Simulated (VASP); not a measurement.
## Mo: relaxation of cell and atoms with LDA

Mo:

```
Mo
1.0
    -1.55430    1.55430    1.55430
     1.55430   -1.55430    1.55430
     1.55430    1.55430   -1.55430
Mo
1
Direct
  0.00000 0.00000 0.00000
```

```
Program                : VASP 6.6.1
Task                   : relaxation of cell and atoms
Functional             : LDA
Potentials or basis    : VASP PAW LDA potentials, release 64 (Mo_sv)
Cutoff                 : 350 eV
k mesh                 : 10 × 10 × 10
Occupations            : gaussian, width 0.1 eV
Spin                   : no spin polarisation
Further INCAR settings : ALGO = Fast; EDIFF = 1e-07; IBRION = 2; EDIFFG = -0.002; NSW = 80; ISIF = 3
```

* Relaxed volume: 15.02 Å³/atom
* Relaxed cell: a = 2.692 Å, b = 2.692 Å, c = 2.692 Å, α = 109.47°, β = 109.47°, γ = 109.47°
* Space group after relaxing (to 0.05 Å): Im-3m (No. 229)
* Energy gained by relaxing: 0.0 meV/atom
* Ionic steps: 3
* Pressure after relaxing: 0.0 GPa
* Band gap on the k mesh: none (metal or under the smearing width)

Final structure:
```xyz
1
Lattice="-1.5542 1.5542 1.5542 1.5542 -1.5542 1.5542 1.5542 1.5542 -1.5542" Properties=species:S:1:pos:R:3 pbc="T T T"
Mo    0.0000    0.0000    0.0000
```

Levels at points of the mesh, in eV from the Fermi level:
| k point | band 4 | band 5 | band 6 | band 7 | band 8 | band 9 | band 10 | band 11 |
| --- | --- | --- | --- | --- | --- | --- | --- | --- |
| (0.00, 0.00, 0.00) | -34.39 | -7.49 | -1.57 | -1.57 | -1.57 | 1.59 | 1.59 | 14.75 |
| (0.50, 0.00, 0.00) | -34.40 | -5.71 | -3.73 | 1.65 | 1.71 | 2.31 | 4.96 | 11.91 |
| (0.50, 0.50, 0.50) | -35.49 | -5.91 | -5.91 | 4.14 | 4.14 | 4.14 | 9.24 | 9.24 |

Wall time 3.7 s on 1 thread of Intel(R) Xeon(R) Platinum 8488C (Sapphire Rapids) (shared host), peak memory 0.11 GiB.
